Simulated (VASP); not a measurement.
Output of a VASP run:

File OSZICAR:
```
       N       E                     dE             d eps       ncg     rms          rms(c)
DAV:   1    -0.177541093599E+01   -0.17754E+01   -0.17849E+03  1818   0.545E+02
DAV:   2    -0.712649292647E+01   -0.53511E+01   -0.49832E+01  2730   0.636E+01
DAV:   3    -0.715948817166E+01   -0.32995E-01   -0.32992E-01  2382   0.476E+00
DAV:   4    -0.715952520775E+01   -0.37036E-04   -0.37036E-04  2688   0.150E-01
DAV:   5    -0.715952524781E+01   -0.40060E-07   -0.40316E-07  2334   0.256E-03    0.120E+00
DAV:   6    -0.712998480527E+01    0.29540E-01   -0.42686E-03  2016   0.106E+00    0.738E-01
DAV:   7    -0.711857704897E+01    0.11408E-01   -0.44745E-03  1938   0.105E+00    0.179E-02
DAV:   8    -0.711856493488E+01    0.12114E-04   -0.96960E-06  2736   0.392E-02    0.773E-03
DAV:   9    -0.711856763442E+01   -0.26995E-05   -0.16745E-06  2196   0.155E-02    0.882E-04
DAV:  10    -0.711856721562E+01    0.41880E-06   -0.85184E-09  1482   0.103E-03
   1 F= -.71185672E+01 E0= -.71185251E+01  d E =-.711857E+01
       N       E                     dE             d eps       ncg     rms          rms(c)
DAV:   1    -0.711883385263E+01   -0.26622E-03   -0.16570E-03  2358   0.347E-01    0.159E-02
DAV:   2    -0.711883362691E+01    0.22572E-06   -0.58703E-06  2238   0.234E-02
   2 F= -.71188336E+01 E0= -.71187825E+01  d E =-.266411E-03
```

**OUTCAR**
```
------------------------ aborting loop because EDIFF is reached ----------------------------------------
  FORCE on cell =-STRESS in cart. coord.  units (eV):
  Direction    XX          YY          ZZ          XY          YZ          ZX
  --------------------------------------------------------------------------------------
  Total       -0.0184128     -0.0184128      0.0042349      0.0000000      0.0000000     -0.0000000
  in kB       -1.8220796     -1.8220793      0.4190729      0.0000000      0.0000000     -0.0000000
  external PRESSURE =      -1.0750287 kB  Pullay stress =       0.0000000 kB
  volume of cell :       16.19
      direct lattice vectors                 reciprocal lattice vectors
     1.142371412 -1.978645153  0.000000000     0.437686023 -0.252698165 -0.000000000
     1.142371412  1.978645153  0.000000000     0.437686023  0.252698165 -0.000000000
     0.000000000  0.000000000  3.581445317    -0.000000000  0.000000000  0.279216884
 POSITION                                       TOTAL-FORCE (eV/Angst)
 -----------------------------------------------------------------------------------
      1.14237      0.65955      0.89536         0.000000      0.000000      0.000000
      1.14237     -0.65955      2.68608        -0.000000     -0.000000      0.000000
 -----------------------------------------------------------------------------------
    total drift:                                0.000000     -0.000003      0.000005
  FREE ENERGIE OF THE ION-ELECTRON SYSTEM (eV)
  ---------------------------------------------------
  free  energy   TOTEN  =        -7.1188336269 eV

  energy  without entropy=       -7.1186803498  energy(sigma->0) =       -7.11878253

 reached required accuracy - stopping structural energy minimisation
```
(Selected blocks of OUTCAR.)

### POSCAR
```
Be
1
    1.1450000000    -1.9831980000     0.0000000000
    1.1450000000     1.9831980000     0.0000000000
    0.0000000000     0.0000000000     3.5800000000
Be
2
Direct
  0.3333330000   0.6666670000   0.2500000000
  0.6666670000   0.3333330000   0.7500000000
```

Write an INCAR and KPOINTS that could have produced this output.

One answer among several that fit: the input of the run itself, revPBE GGA, plane waves, VASP's PBE PAW potentials (set 64).

### KPOINTS
```
Automatic mesh
0
Gamma
16 16 9
0 0 0
```

**INCAR**
```
ALGO  =  Normal
EDIFF  =  1E-6
EDIFFG  =  -0.01
ENCUT  =  520
GGA  =  RE
IBRION  =  2
ISIF  =  3
ISMEAR  =  1
LASPH  =  .TRUE.
LCHARG  =  .FALSE.
LREAL  =  .FALSE.
LWAVE  =  .FALSE.
NELM  =  100
NSW  =  60
PREC  =  Accurate
SIGMA  =  0.1
SYSTEM  =  Be
```

POTCAR, in this order: Be (PBE.64 set). Program: vasp_std.

The compound is Be in the hcp structure. This run relaxes it. Symmetry was kept, so distortions that lower it aren't found.
